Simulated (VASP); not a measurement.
VASP input:

**INCAR**
```
AEXX = 0.25
ALGO = Normal
EDIFF = 1E-6
ENCUT = 400
GGA = PE
HFRCUT = -1
ISIF = 2
ISMEAR = -1
ISYM = 3
LASPH = .True.
LCHARG = .False.
LHFCALC = .True.
LMAXMIX = 4
LREAL = .False.
LWAVE = .False.
NELM = 100
PREC = Accurate
PRECFOCK = Fast
SIGMA = 0.01
SYSTEM = Li2Se
```

### KPOINTS
```
Automatic mesh
0
Gamma
4 4 4
0 0 0
```

**POSCAR**
```
Li2Se
2.9760450
  0.0000000000   1.0000000000   1.0000000000
  1.0000000000   0.0000000000   1.0000000000
  1.0000000000   1.0000000000   0.0000000000
Li Se
2 1
Cart
  1.4861310000   1.4777830000   1.5056980000
  0.5008990000   0.5125870000   0.4923260000
  0.0129680000   0.0096290000   0.0019750000
```

POTCAR, in this order: Li_sv Se (PBE.64 set). Program: vasp_std.

### Question
Write an equivalent input for Ansatz.

### Answer
One equivalent input (not run):
Ansatz 0.2 input:
```yaml
crystal:
  lattice:
    - [0.0000000, 2.9760450, 2.9760450]
    - [2.9760450, 0.0000000, 2.9760450]
    - [2.9760450, 2.9760450, 0.0000000]
  atoms:
    - { symbol: Li, position: [0.7486750, 0.7570230, 0.7291080] }
    - { symbol: Li, position: [0.2520070, 0.2403190, 0.2605800] }
    - { symbol: Se, position: [-0.0006820, 0.0026570, 0.0103110] }
kpoints:
  mp_grid: { grid: [4, 4, 4] }
hamiltonian:
  xc: pbe0
  pseudopotentials: { kind: paw }
scf:
  occupations: { method: fermi_dirac, width: 0.01 }
  max_iter: 100
output: { forces: true, stress: true, eigenvalues: true }
```
What does not carry over: each code has its own PAW files, so the cut-off isn't converted (ENCUT is set for VASP's; basis.ecutwfc is left out, and Ansatz then takes the one that its files recommend); Ansatz stops its SCF on the density residual and VASP on the energy change (EDIFF).

The structure comes from a computed database's Li2Se entry; how it stands against other phases isn't given here. The cell was not relaxed at this level, atoms are displaced from their ideal sites. The k-mesh is coarse (spacing up to 0.46 per Å, 2π included), so the numbers may not be converged in it. The run is one of a series of settings (KPOINTS 4×4×4 Γ-centred mesh against the base run), some of them coarse on purpose.
